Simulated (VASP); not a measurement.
VASP input:

POSCAR:
```
Se
1
    2.1007923453    -3.6386790655     0.0000000000
    2.1007923453     3.6386790655     0.0000000000
    0.0000000000     0.0000000000     5.1643510482
Se
3
Direct
  0.0000000000   0.2409941092   0.6666670000
  0.7590058908   0.7590058908   0.0000000000
  0.2409941092   0.0000000000   0.3333330000
```

### INCAR
```
SYSTEM = Se
PREC = Accurate
ENCUT = 520
EDIFF = 1E-7
NELM = 100
ALGO = Normal
LREAL = .FALSE.
LASPH = .TRUE.
ISMEAR = -5
GGA = BO
PARAM1 = 0.1833333333
PARAM2 = 0.22
LUSE_VDW = .TRUE.
AGGAC = 0.0
LMAXMIX = 4
LWAVE = .FALSE.
LCHARG = .TRUE.
LORBIT = 11
NEDOS = 601
ISIF = 2
LEFG = .TRUE.
```

File KPOINTS:
```
Automatic mesh
0
Gamma
7 7 5
0 0 0
```

POTCAR, in this order: Se (PBE.64 set). Program: vasp_std.

Q: Write an equivalent input for Quantum ESPRESSO's pw.x.

A: One equivalent input (not run):
```
&CONTROL
  calculation = 'scf'
  pseudo_dir = './pseudo'
  outdir = './out'
  tprnfor = .true.
  tstress = .true.
/
&SYSTEM
  ibrav = 0
  nat = 3
  ntyp = 1
  ecutwfc = 86
  occupations = 'tetrahedra'
  input_dft = 'vdw-df-obk8'
/
&ELECTRONS
  conv_thr = 7.3e-09
  electron_maxstep = 100
/
ATOMIC_SPECIES
  Se 78.971 Se.upf
CELL_PARAMETERS angstrom
     2.1007923   -3.6386791    0.0000000
     2.1007923    3.6386791    0.0000000
     0.0000000    0.0000000    5.1643510
ATOMIC_POSITIONS crystal
  Se   0.0000000  0.2409941  0.6666670
  Se   0.7590059  0.7590059  0.0000000
  Se   0.2409941  0.0000000  0.3333330
K_POINTS automatic
  7 7 5 0 0 0
```
What does not carry over: the potentials are each code's own (VASP's PAW set, PseudoDojo norm-conserving files in pw.x), so ENCUT and ecutwfc are chosen apart and not converted; conv_thr bounds pw.x's estimated SCF error, while EDIFF bounds the energy change between steps; the field gradients of LEFG aren't asked of the other code.

The compound is Se in the trig structure. It was relaxed first.
